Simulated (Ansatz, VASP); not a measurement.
# AlCo in two plane-wave programs

Wanted: the spread between two codes on one cell, functional and k mesh. The cell is taken from a series of runs on this material, whose earlier steps may have relaxed, scaled, displaced or heated it; both programs get it as it stands.

Program: Ansatz 0.2.0. Level of theory: plane waves, with VASP 6.6.1 beside it; relaxation of cell and atoms at PBE and zone-centre phonons at PBE. Results are calculated unless marked as measured.

## Step 1: Set-up

The structure is cubic, space group Pm-3m (No. 221). The conventional cell has a = 2.852 Å, b = 2.852 Å, c = 2.852 Å, α = 90.00°, β = 90.00°, γ = 90.00°. Nearest to Al lie 8 Co at 2.47 Å. Co has 8 Al at 2.47 Å nearest. Farther neighbours are not listed.

As a file:

```xyz
2
Lattice="2.8517 0.0000 0.0000 0.0000 2.8517 0.0000 0.0000 0.0000 2.8517" Properties=species:S:1:pos:R:3 pbc="T T T"
Al    0.0000    0.0000    0.0000
Co    1.4259    1.4259    1.4259
```

## Step 2: VASP: relaxation of cell and atoms, PBE

The relaxed volume is the usual yardstick between codes: in a stiff, nearly cubic crystal its relative difference is about their pressure difference at one cell divided by the bulk modulus.

Lines of VASP's logs that name or quote its potential files are left out, and so is its time.

File INCAR:

```
SYSTEM = AlCo
PREC = Accurate
ENCUT = 600
EDIFF = 1E-07
NELM = 120
ISMEAR = 1
SIGMA = 0.15
LREAL = .FALSE.
ALGO = Normal
GGA = PE
NBANDS = 12
LASPH = .TRUE.
LORBIT = 11
LWAVE = .FALSE.
LCHARG = .FALSE.
ISIF = 3
IBRION = 2
NSW = 80
EDIFFG = -0.005
GGA_COMPAT = .FALSE.
NELMIN = 4
KPAR = 2
```

File POSCAR:

```
AlCo
1.0
    2.8517290000      0.0000000000      0.0000000000
    0.0000000000      2.8517290000      0.0000000000
    0.0000000000      0.0000000000      2.8517290000
Al Co
1 1
Direct
    0.0000000000      0.0000000000      0.0000000000
    0.5000000000      0.5000000000      0.5000000000
```

File KPOINTS:

```
Automatic mesh
0
Gamma
16 16 16
0 0 0
```

The projector-augmented-wave data sets are Al and Co (PBE family, release 64).

Launch:

```bash
$ mpirun -np 2 vasp_std
```

Numbers of over 12 decimals in the logs are rounded to 6 here.

Log:

```text
[banner, memory and clock lines left out]
running    2 mpi-ranks, on    1 nodes
 distrk:  each k-point on    1 cores,    2 groups
 distr:  one band on    1 cores,    1 groups

 POSCAR found type information on POSCAR AlCo
 POSCAR found :  2 types and       2 ions
 LDA part: xc-table for (Slater+PW92), standard interpolation
 POSCAR, INCAR and KPOINTS ok, starting setup
 FFT: planning ... GRIDC
 FFT: planning ... GRID_SOFT
 FFT: planning ... GRID
 WAVECAR not read
 entering main loop
       N       E                     dE             d eps       ncg     rms          rms(c)
DAV:   1     0.407294919468E+02    0.40729E+02   -0.58519E+03  3968   0.119E+03
DAV:   2    -0.119312642510E+02   -0.52661E+02   -0.48776E+02  4080   0.189E+02
DAV:   3    -0.136313148640E+02   -0.17001E+01   -0.16833E+01  4760   0.407E+01
DAV:   4    -0.136576826179E+02   -0.26368E-01   -0.26360E-01  4584   0.455E+00
DAV:   5    -0.136585548107E+02   -0.87219E-03   -0.87218E-03  4868   0.907E-01    0.125E+01
DAV:   6    -0.164939832952E+02   -0.28354E+01   -0.62730E+01  4408   0.107E+02    0.178E+01
DAV:   7    -0.120220898348E+02    0.44719E+01   -0.29919E+01  4440   0.686E+01    0.184E+00
DAV:   9    -0.119878718768E+02    0.12216E-01   -0.25414E-02  5148   0.208E+00    0.287E-01
DAV:  10    -0.119875017830E+02    0.37009E-03   -0.53939E-04  4656   0.220E-01    0.130E-01
DAV:  11    -0.119874888719E+02    0.12911E-04   -0.18606E-05  5072   0.376E-02    0.739E-03
DAV:  12    -0.119874882409E+02    0.63098E-06   -0.36608E-06  5044   0.209E-02    0.393E-03
DAV:  13    -0.119874882143E+02    0.26640E-07   -0.13384E-07  2932   0.284E-03
   1 F= -.11987488E+02 E0= -.11987975E+02  d E =-.119875E+02
 curvature:   0.00 expect dE= 0.000E+00 dE for cont linesearch  0.000E+00
 trial: gam= 0.00000 g(F)=  0.000E+00 g(S)=  0.197E-04 ort = 0.000E+00 (trialstep = 0.100E+01)
 search vector abs. value=  0.197E-04
 bond charge predicted
       N       E                     dE             d eps       ncg     rms          rms(c)
DAV:   1    -0.119877784671E+02   -0.29023E-03   -0.34816E-03  4380   0.921E-01    0.153E-01
DAV:   2    -0.119882917051E+02   -0.51324E-03   -0.10968E-02  4464   0.138E+00    0.224E-01
DAV:   3    -0.119875032523E+02    0.78845E-03   -0.49456E-03  4432   0.935E-01    0.239E-02
DAV:   4    -0.119874929263E+02    0.10326E-04   -0.29833E-05  4392   0.476E-02    0.341E-03
DAV:   5    -0.119874928538E+02    0.72485E-07   -0.68056E-07  5536   0.782E-03
   2 F= -.11987493E+02 E0= -.11987980E+02  d E =-.463952E-05
 trial-energy change:   -0.000005  1 .order   -0.000002   -0.000020    0.000017
 step:   0.6573(harm=  0.5433)  dis= 0.00000  next Energy=   -11.987496 (dE=-0.736E-05)
 bond charge predicted
       N       E                     dE             d eps       ncg     rms          rms(c)
DAV:   1    -0.119875300811E+02   -0.37155E-04   -0.40885E-04  4376   0.315E-01    0.525E-02
DAV:   2    -0.119875898201E+02   -0.59739E-04   -0.12968E-03  4464   0.474E-01    0.769E-02
DAV:   3    -0.119874967850E+02    0.93035E-04   -0.58312E-04  4436   0.322E-01    0.832E-03
DAV:   4    -0.119874953046E+02    0.14804E-05   -0.35603E-06  4388   0.166E-02    0.115E-03
DAV:   5    -0.119874952887E+02    0.15860E-07   -0.62909E-08  2216   0.268E-03
   3 F= -.11987495E+02 E0= -.11987982E+02  d E =-.707443E-05
 curvature:  -0.25 expect dE=-0.756E-07 dE for cont linesearch -0.756E-07
 trial: gam= 0.00000 g(F)=  0.950E-63 g(S)=  0.297E-06 ort =-0.242E-05 (trialstep = 0.931E+00)
 search vector abs. value=  0.297E-06
 reached required accuracy - stopping structural energy minimisation
```

From OUTCAR (step 2):

```text
ion  position               nearest neighbor table
   1  0.000  0.000  0.000-   2 2.47   2 2.47   2 2.47   2 2.47   2 2.47   2 2.47   2 2.47   2 2.47

  LATTYP: Found a simple cubic cell.
 ALAT       =     2.8517290000

 Subroutine GETGRP returns: Found 48 space group operations
 (whereof 48 operations were pure point group operations)

The static configuration has the point symmetry O_h .

 Found    165 irreducible k-points:

   k-points           NKPTS =    165   k-points in BZ     NKDIM =    165   number of bands    NBANDS=     12

   dimension x,y,z NGX =    24 NGY =   24 NGZ =   24
   dimension x,y,z NGXF=    48 NGYF=   48 NGZF=   48

   ENCUT  =  600.0 eV  44.10 Ry    6.64 a.u.   5.70  5.70  5.70*2*pi/ulx,y,z

   NELECT =      12.0000    total number of electrons

 k-points in reciprocal lattice and weights: Automatic mesh
   0.00000000  0.00000000  0.00000000       0.000
   0.06250000  0.00000000  0.00000000       0.001
   0.12500000  0.00000000  0.00000000       0.001
   0.18750000  0.00000000  0.00000000       0.001
   0.25000000  0.00000000  0.00000000       0.001
   0.31250000  0.00000000  0.00000000       0.001
   0.37500000  0.00000000  0.00000000       0.001
   0.43750000  0.00000000  0.00000000       0.001
   0.50000000  0.00000000  0.00000000       0.001
[...]
0.50000000  0.50000000  0.43750000       0.001
   0.50000000  0.50000000  0.50000000       0.000

 average (electrostatic) potential at core
       1 -69.2541       2 -77.8021

 E-fermi :  10.5805

 k-point     1 :       0.0000    0.0000    0.0000
  band No.  band energies     occupation
    ...
      2       7.6047      2.00000
      3       7.6047      2.00000
      4       9.7168      2.00000
      5       9.7168      2.00000
      6       9.7168      2.00000
      7      16.5205      0.00000
      8      16.5205      0.00000
      9      16.5205      0.00000
     10      19.2897      0.00000
     11      19.2897      0.00000
    ...

 k-point     2 :       0.0625    0.0000    0.0000
  band No.  band energies     occupation
    ...
      2       7.5978      2.00000
      3       7.6253      2.00000
      4       9.6766      2.00000
      5       9.6766      2.00000
      6       9.7209      2.00000
      7      15.7756      0.00000
      8      16.6242      0.00000
      9      16.6242      0.00000
     10      19.2803      0.00000
     11      19.9807      0.00000
    ...

 k-point     3 :       0.1250    0.0000    0.0000
  band No.  band energies     occupation
    ...
      2       7.5608      2.00000
      3       7.6846      2.00000
      4       9.5663      2.00000
      5       9.5663      2.00000
      6       9.7329      2.00000
      7      14.4483      0.00000
      8      16.9257      0.00000
      9      16.9257      0.00000
     10      19.2523      0.00000
     11      21.1245      0.00000
    ...

  Total        0.0020248      0.0020248      0.0020248      0.0000000     -0.0000000     -0.0000000
  in kB        0.1399920      0.1399920      0.1399920      0.0000000     -0.0000000     -0.0000000
  external PRESSURE =       0.1399920 kB  Pullay stress =       0.0000000 kB

  energy-cutoff  :      600.00
  volume of cell :       23.17
      direct lattice vectors                 reciprocal lattice vectors
     2.850982108 -0.000000000 -0.000000000     0.350756323  0.000000000 -0.000000000
    -0.000000000  2.850982108  0.000000000     0.000000000  0.350756323 -0.000000000
     0.000000000  0.000000000  2.850982108     0.000000000 -0.000000000  0.350756323

 POSITION                                       TOTAL-FORCE (eV/Angst)
 -----------------------------------------------------------------------------------
      0.00000      0.00000      0.00000         0.000000      0.000000      0.000000
      1.42549      1.42549      1.42549        -0.000000     -0.000000      0.000000
 -----------------------------------------------------------------------------------
    total drift:                                0.000000      0.000000     -0.000000

  FREE ENERGIE OF THE ION-ELECTRON SYSTEM (eV)
  ---------------------------------------------------
  free  energy   TOTEN  =       -11.9874952887 eV

  energy  without entropy=      -11.9889558813  energy(sigma->0) =      -11.98798215

 reached required accuracy - stopping structural energy minimisation

 total charge
# of ion       s       p       d       tot
------------------------------------------
    1        0.394   0.428   0.000   0.822
    2        0.433   0.507   7.507   8.447
--------------------------------------------------
tot          0.827   0.935   7.507   9.269

[... 3 further parts left out ...]
```

The run keeps the 48 symmetry operations of its start, so it cannot find a distortion of lower symmetry.

## Step 3: Ansatz: relaxation of cell and atoms, PBE

Ansatz runs on norm-conserving files, of PseudoDojo where its log says so.

The same cell, functional, mesh and smearing now go to Ansatz, which takes its cutoff from its data sets.

File input.yaml:

```yaml
crystal:
  lattice:
    - [2.8517288171, 0.0, 0.0]
    - [0.0, 2.8517288171, 0.0]
    - [0.0, 0.0, 2.8517288171]
  atoms:
    - { symbol: Al, position: [0.0, 0.0, 0.0] }
    - { symbol: Co, position: [0.5, 0.5, 0.5] }
kpoints:
  mp_grid: { grid: [16, 16, 16] }
hamiltonian:
  xc: pbe
  pseudopotentials: { kind: nc }
scf:
  occupations: { method: methfessel_paxton, width: 0.15 }
output:
  forces: true
  stress: true
  eigenvalues: true
relax:
  adjacent_minimum: "off"
  f_tol: 0.001
  max_steps: 60
  cell: { stress_tol: 0.01 }
```

Launch:

```bash
$ ansatz run input.yaml --threads 4 --pin off --max-ram 7168MiB --backend cpu --events-out ev --progress --plain --runs-dir out
```

Log:

```text
Engine: ansatz 0.2.0, aarch64-unknown-linux-gnu
Pseudopotentials: kind: nc
Pseudopotential: Al, nc, valence charge 3, recommended cutoff 544.227725 eV (normal), Al.nc.azcp
Pseudopotential: Co, nc, valence charge 17, recommended cutoff 1306.14654 eV (normal), Co.nc.azcp (PseudoDojo's, or run here from an input of PseudoDojo's: the run reads no file of this project's for it)
Functional definition: PBE
  parameter kappa = 0.804
  parameter beta = 0.066725
  exchange = pbe_x(kappa = kappa, mu = beta*pi^2/3)
  correlation = pbe_c(beta = beta)
Crystal: 2 atoms, lattice volume = 23.191 Å³
Basis set: ecut = 1306.14654 eV, 2517 PW (Γ), exchange–correlation on 72×72×72 points (8 copies of the dense FFT grid, shifted against one another)
Bands: 14, of which v1, the nominal top of the filled ones, is band 10 counted from 1 (9 counted from 0)
Symmetry: 48 space group operations
Space group: Pm-3m (ITA 221), of the structure as read, at distance tolerance 2.9e-5 Å
k-points: 165 of 4096
Non-local potential: Al, projectors of the file, l = 0: 2, l = 1: 2, l = 2: 2
Non-local potential: Co, projectors of the file, l = 0: 2, l = 1: 2, l = 2: 2
Initial density: superposition of atomic densities (chi_scale 0.1, normalization cell, long waves kept (reshape's long-wave potential 0.00 eV rms))
Initial wavefunctions: pseudopotential atomic-orbital guess
Functional: x = pbe(κ = 0.804, μ = 0.219515), c = pbe(β = 0.066725)
SCF iter   1: F=—  HF=-4333.095862 eV  |F-HF|=—  |Δ(HF+E_count)|=         —  Δρ=9.25e-2  dr2=1.32e0  ethr=3.10e-3  ⟨swp⟩=4.8  Hψ=11741  notcnv=0
preconditioner: auto → none  [metal: Δε(μ)=0.006 eV  Ē_g=8.568 eV  σ=0.150 eV  W_gap=0.04  n_scr=6 (ndim 8)  ℏωp=26.7 eV  f_vac=0.000  D(μ)=0.98/eV (n_scr^D=6)  sad-step TF]
SCF iter   2: F=—  HF=-4332.925391 eV  |F-HF|=—  |Δ(HF+E_count)|=   1.70e-1  S|Δr|=    0.00e0  Δρ=7.81e-2  dr2=4.99e-1  ethr=3.10e-3  ⟨swp⟩=2.1  Hψ=4269  notcnv=0  defer=9
SCF iter   3: F=—  HF=-4332.823463 eV  |F-HF|=—  |Δ(HF+E_count)|=   1.02e-1  S|Δr|=    0.00e0  Δρ=3.05e-2  dr2=1.61e-1  ethr=2.49e-3  ⟨swp⟩=2.6  Hψ=4514  notcnv=0  defer=9
SCF iter   4: F=—  HF=-4332.793044 eV  |F-HF|=—  |Δ(HF+E_count)|=   3.04e-2  S|Δr|=    0.00e0  Δρ=1.23e-2  dr2=2.36e-2  ethr=8.04e-4  ⟨swp⟩=1.0  Hψ=2872  notcnv=0  defer=7
SCF iter   5: F=—  HF=-4332.787399 eV  |F-HF|=—  |Δ(HF+E_count)|=   5.64e-3  S|Δr|=    0.00e0  Δρ=2.76e-3  dr2=1.23e-3  ethr=1.18e-4  ⟨swp⟩=1.1  Hψ=2386  notcnv=0  defer=7
SCF iter   6: F=—  HF=-4332.787113 eV  |F-HF|=—  |Δ(HF+E_count)|=   2.85e-4  S|Δr|=    0.00e0  Δρ=2.61e-4  dr2=1.13e-5  ethr=6.17e-6  ⟨swp⟩=1.7  Hψ=3228  notcnv=0  defer=7
SCF iter   7: F=—  HF=-4332.787110 eV  |F-HF|=—  |Δ(HF+E_count)|=   3.03e-6  S|Δr|=    0.00e0  Δρ=2.19e-5  dr2=2.65e-8  ethr=5.00e-10  ⟨swp⟩=6.9  Hψ=15577  notcnv=0
SCF iter   8: F=-4332.787110 eV  HF=-4332.787110 eV  |F-HF|=3.68e-9  |Δ(HF+E_count)|=   6.49e-9  S|Δr|=    0.00e0  Δρ=4.79e-6  dr2=4.11e-9  ethr=1.32e-10  ⟨swp⟩=2.0  Hψ=7422  notcnv=0
SCF 1 converged in 8 iterations: F = -4332.787110 eV  dr2 = 4.11e-9
relax step   1: F+E_penalty+E_count = -4332.78711040 eV  Δ(F+E_penalty+E_count) = +0.000e0 eV  max|allowed force component| = 2.777e-28 eV/Å  Δτ_max = 0.0000 Å  P = +0.013 GPa  Ω = 23.191 Å³  (8 SCF iters, dr2 threshold 1.00e-7 eV, accepted)
[...]
relax step   2: F+E_penalty+E_count = -4332.78711022 eV  Δ(F+E_penalty+E_count) = +1.748e-7 eV  max|allowed force component| = 1.012e-28 eV/Å  Δτ_max = 0.0000 Å  P = +0.005 GPa  Ω = 23.192 Å³  energy of the carried Pulay correction = -2.322e-7 eV  (3 SCF iters, dr2 threshold 4.21e-10 eV, accepted)
[...]
relax step   3: F+E_penalty+E_count = -4332.78711022 eV  Δ(F+E_penalty+E_count) = -1.910e-11 eV  max|allowed force component| = 1.082e-27 eV/Å  Δτ_max = 0.0000 Å  P = +0.005 GPa  Ω = 23.192 Å³  stress off target by 5.12e-3 GPa  SCF on the basis re-selected at this cell (its energy is not comparable with the rows above)  (6 SCF iters)
basis re-selected at this cell: Δ(F+E_penalty+E_count) = -1.910e-11 eV, ΔP = +0.000 GPa vs the last step (what re-selecting the basis moved, of the pressure what is left beyond the Pulay correction that the steps carried, after the strain that the cell walked since its last selection, with what the two solves' SCF thresholds leave and, on support functions, any second-order correction that the steps lacked; it is no  [...]
SCF converged after 6 iterations
Stability not checked: this state was not tested for a lower state beside it, because cold or Methfessel-Paxton smearing, or corrected tetrahedra, fill the levels in a way that the test cannot read (fill_not_monotonic; see scf.lower_state_search)
Free energy (F): -4332.787110 eV
Harris-Foulkes:  -4332.787110 eV  (|F-HF|=1.82e-12)
Internal energy: -4332.788521 eV  (E = F + TS)
E sigma→0 (E₀):  -4332.787463 eV
Entropy (-TS):   0.001410 eV (0.705 meV/atom)
Fermi energy:    14.675038 eV
Step filling:    the computed levels leave a gap of 0.0004 eV = 0.0 smearing widths at the electron count; against every level under it full and every level over it empty, smearing changes F+E_penalty+E_count by +0.261 meV and its σ→0 estimate by -0.091 meV
--- Per-component energies (eV) ---
  E_band       = -280.562540
  E_kinetic    = 1873.369680
  E_local      = -3881.189983  (includes V_loc(G=0)·N_el)
  E_nonlocal   = -501.237243
  E_hartree    = 1416.746463
  E_xc         = -899.305002
  E_vxc        = -604.997914  (∫ρ·V_xc dr)
  E_ewald      = -2341.172435
  E_smearing   = 0.001410  (= −TS)
  E_closure    = -0.000000  (closes the sum)
  Σ components = -4332.787110   (vs F -4332.787110, Δ=0.00e0)
--- Forces (eV/Å), atoms counted from 1 ---
  atom   1  Al     0.00000000     0.00000000     0.00000000
  atom   2  Co    -0.00000000     0.00000000     0.00000000
  max |Σ_I F_I| component: 2.14e-27 eV/Å
--- Stress (GPa, compression-positive) ---
        0.005123      -0.000000       0.000000
       -0.000000       0.005123       0.000000
        0.000000       0.000000       0.005123
  P = ⅓ Tr σ = 0.0051 GPa (0.051 kbar)
--- Band table (eV; the first three rows and the last of 165) ---
  k-point 0: bands = [... 6 lower, 11.6881, 13.8547, 13.8547, 13.8547, 20.5957, 20.5957, 20.5957, 23.3824]
  k-point 1: bands = [... 6 lower, 11.7087, 13.8140, 13.8140, 13.8590, 19.8543, 20.7000, 20.7000, 23.3729]
  k-point 2: bands = [... 6 lower, 11.7680, 13.7023, 13.7023, 13.8710, 18.5297, 21.0029, 21.0029, 23.3445]
  k-point 164: bands = [... 6 lower, 10.7353, 14.4463, 14.4463, 17.0243, 17.0243, 17.0243, 18.7239, 19.9934]
--- Relaxed structure (2 steps of the walk, 2 accepted, 1 SCFs on fresh bases) ---
  F+E_penalty+E_count = -4332.78711022 eV   max|allowed force component| = 1.082e-27 eV/Å   (the final SCF, on the basis selected at the relaxed cell)
  cell:  # Å, volume = 23.1923 Å³
    - [2.851769, 0.0, 0.0]
    - [0.0, 2.851769, 0.0]
    - [0.0, 0.0, 2.851769]
  atoms:
    - { symbol: Al, position: [0, 0, 0] }
    - { symbol: Co, position: [0.500000, 0.500000, 0.500000] }
```

The column dr2 measures how far the density is from self-consistency, as an energy; F and HF (Harris–Foulkes) agree once it is small.

## Step 4: Side by side

Known differences besides the potentials themselves: the data sets hold 20 valence electrons in Ansatz (on norm-conserving files, of PseudoDojo where its log says so) and 12 in VASP; the cutoff is 1306.15 eV in Ansatz and 600 eV in VASP; Ansatz adds a Pulay correction to the stress that steers its cell, VASP none. Total energies have different zeros and are not compared.

Compared:

```
                                         quantity  Ansatz   VASP  difference
                                      volume (Å³)   23.19  23.17     +0.08 %
edge a after relaxation, in the typed setting (Å)   2.852  2.851     +0.03 %
```

(Continued in part 2 of 2.)

[Lines on the potential files, build, host, timing and source positions are cut from VASP's logs without a mark.]

[Logs are printed without paths, hosts, clocks, repeated set-up lines and the standing remarks that a program may print on its own settings, such as how far it seeks lower states.]

[Hosts, paths, dates, database ids (printed as entryN), source tags and the programs' standing remarks are cut or masked in the printed files.]
